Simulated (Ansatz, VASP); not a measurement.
## Two plane-wave programs on Ge2Te3O

```
CELL_PARAMETERS angstrom
3.62023 0.00000 0.00000
0.00000 3.62023 0.00000
0.00000 0.00000 11.01122
ATOMIC_POSITIONS crystal
Ge 0.00000 0.50000 0.77208
Ge 0.50000 0.00000 0.22792
Te 0.50000 0.50000 0.00000
Te 0.00000 0.50000 0.35081
Te 0.50000 0.00000 0.64919
O 0.00000 0.00000 0.00000
```

Change from the starting cell: species swapped into the Zr2CuSb3 type (P-4m2, No. 115).

Alike in both runs: functional PBE; k mesh 6 × 6 × 2; occupations gaussian, width 0.1 eV; no spin polarisation.

Ansatz relaxed the structure, and its values are those at the end. VASP's run is a single point on that final structure, the one shown.

```csv
,VASP,Ansatz
version,VASP 6.6.1,Ansatz 0.2.0
potentials or method,"VASP PAW PBE potentials, release 64 (Ge_d, Te, O)","scalar-relativistic, plane waves, PAW"
plane-wave cutoff (eV),520,420
valence electrons in the cell,52,82
```

Ansatz gave:

| Quantity | Value |
| --- | --- |
| gap on the k mesh at the Fermi level (eV) | none |
| pressure (GPa) | 0.1 |
| rms of the force components (eV/Å) | 0.012 |

What did VASP give for the same quantities?

gap on the k mesh at the Fermi level (eV): none; pressure (GPa): 0.0; rms of the force components (eV/Å): 0.013.

A gap of «none» marks a metal or a gap that the smearing closes. With one functional, cell and mesh, what is left measures potentials, basis and numerics. The two sets of potentials don't hold the same shells in valence.

Caveats: this functional lacks dispersion, which binds the layers, so the pressure and a relaxed spacing across them are unreliable. Spin-orbit coupling is left out, which matters for the levels of Te.
